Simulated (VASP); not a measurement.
ZrGaC5, 7 atoms in the cell. The structure is tetragonal, space group P4/mmm (No. 123). The conventional cell has a = 3.153 Å, b = 3.153 Å, c = 7.055 Å, α = 90.00°, β = 90.00°, γ = 90.00°. Around Zr (site symmetry 4/mmm) lie 12 C at 2.23 to 2.50 Å. Ga (site symmetry 4/mmm) is surrounded by 8 C at 2.24 Å. C (site symmetry 4/mmm) has 4 Zr at 2.23 Å and 8 C at 2.50 Å as nearest neighbours. C (site symmetry 2mm) has 6 C at 2.23 to 2.50 Å and 2 Ga at 2.24 Å and 2 Zr at 2.50 Å as nearest neighbours. The cell was built by a generator and needn't be a form met in nature. The cell isn't the ideal one: species swapped into the YbIn5Rh type (P4/mmm, No. 123).

* Program: VASP 6.6.1
* Task: single point
* Functional: PBE
* Potentials or basis: VASP PAW PBE potentials, release 64 (Zr_sv, Ga_d, C)
* Cutoff: 520 eV
* k mesh: 4 × 4 × 4
* Occupations: gaussian, width 0.1 eV
* Spin: no spin polarisation
* Dipole correction: no
* Further INCAR settings: ALGO = Normal; EDIFF = 1e-06; NBANDS = 32

Potentials or basis: VASP PAW PBE potentials, release 64 (Zr_sv, Ga_d, C).

Launch:

```bash
$ cat potpaw_PBE.64/Zr_sv/POTCAR potpaw_PBE.64/Ga_d/POTCAR potpaw_PBE.64/C/POTCAR > POTCAR
$ mpirun -np 1 vasp_std > vasp.out
```

Hardware: 1 thread of Intel(R) Xeon(R) 6975P-C (Granite Rapids) (shared host).

Problem. How long does it take, and how much memory?

Solution. Run time: 22 s on 1 thread of Intel(R) Xeon(R) 6975P-C (Granite Rapids) (shared host), peak memory 0.19 GiB. Counts: scf iterations 15, k points 18.
